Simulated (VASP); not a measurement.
A convergence study with VASP on Pt (space group Fm-3m): one setting is varied, all else stays as given below, so the limit is that of these other settings.

```
CELL_PARAMETERS angstrom
      0.00000     1.95412     1.95412
      1.95412     0.00000     1.95412
      1.95412     1.95412     0.00000
ATOMIC_POSITIONS crystal
  Pt 0.00000 0.00000 0.00000
```

These are PBEsol GGA, VASP's PBE PAW potentials (set 64) (plane waves; VASP) values and carry that method's errors. The tightest run used: 720 eV cut-off, 14×14×14 Γ-centred mesh, Gaussian smearing of 0.10 eV, potentials Pt.

Q: The settings run are ENCUT = 105; ENCUT = 120; ENCUT = 135; ENCUT = 150; ENCUT = 165; ENCUT = 180; ENCUT = 210; ENCUT = 240; ENCUT = 270; ENCUT = 330; ENCUT = 360; ENCUT = 405; ENCUT = 450; ENCUT = 525; ENCUT = 600; ENCUT = 720. From which on does the energy per atom stay within 0.001 eV/atom of the tightest run?

A: From ENCUT = 360 on: it is off by 0.0004 there and by no more than 0.001 in any finer run, while ENCUT = 330 is off by 0.0017.
```
setting      E (eV/atom)  pressure (GPa)  plane waves  difference judged (eV/atom)
-----------  -----------  --------------  -----------  ---------------------------
ENCUT = 105      -0.0633         -912.36           43                       6.9076
ENCUT = 120      -4.8787         -577.74           59                       2.0921
ENCUT = 135      -6.4798         -365.43           59                       0.4911
ENCUT = 150      -6.6888         -220.45           70                       0.2821
ENCUT = 165      -6.8315         -126.35           77                       0.1394
ENCUT = 180      -6.8769          -70.14           92                       0.0940
ENCUT = 210      -6.9388          -15.55          113                       0.0321
ENCUT = 240      -6.9771           -0.20          137                       0.0062
ENCUT = 270      -6.9828            1.58          169                       0.0120
ENCUT = 330      -6.9726            0.78          211                       0.0017
ENCUT = 360      -6.9705            1.16          259                       0.0004
ENCUT = 405      -6.9707            1.71          290                       0.0002
ENCUT = 450      -6.9708            1.78          332                       0.0001
ENCUT = 525      -6.9708            1.66          420                       0.0001
ENCUT = 600      -6.9708            1.76          531                       0.0001
ENCUT = 720      -6.9709            1.77          668                       0.0000
```

Left out are rungs that failed or repeat a setting and relaxations that didn't move; long series are thinned to 24 rows.

The structure is a typed Pt crystal (space group no. 225). The cell was not relaxed at this level.
